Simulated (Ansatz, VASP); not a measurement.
# One calculation of ZnAuS3, two programs

```xyz
5
Lattice="4.8374 0.0000 0.0000 0.0000 4.8374 0.0000 0.0000 0.0000 4.8374" Properties=species:S:1:pos:R:3 pbc="T T T"
Zn    2.4187    2.4187    2.4187
S     2.4187    0.0000    0.0000
S     0.0000    2.4187    0.0000
S     0.0000    0.0000    2.4187
Au    0.0000    0.0000    0.0000
```

Alike in both runs: functional PBE; k mesh 8 × 8 × 8; occupations gaussian, width 0.1 eV; no spin polarisation.

Ansatz relaxed the structure, and its values are those at the end. VASP's run is a single point on that final structure, the one shown.

|  | VASP | Ansatz |
| --- | --- | --- |
| version | VASP 6.6.1 | Ansatz 0.2.0 |
| potentials or method | VASP PAW PBE potentials, release 64 (Zn, S, Au) | scalar-relativistic, plane waves, PAW |
| plane-wave cutoff (eV) | 520 | 420 |
| valence electrons in the cell | 41 | 49 |

Ansatz gave:

| Quantity | Value |
| --- | --- |
| gap on the k mesh at the Fermi level (eV) | none |
| pressure (GPa) | 0.0 |

Task: Which values does VASP return?

Result: gap on the k mesh at the Fermi level (eV): none; pressure (GPa): -0.2.

A gap of «none» marks a metal or a gap that the smearing closes. The functional is the same, so the differences come from potentials, cutoffs and numerics. The two sets of potentials don't hold the same shells in valence.

The runs have no spin-orbit coupling, so splittings on Au are missing.
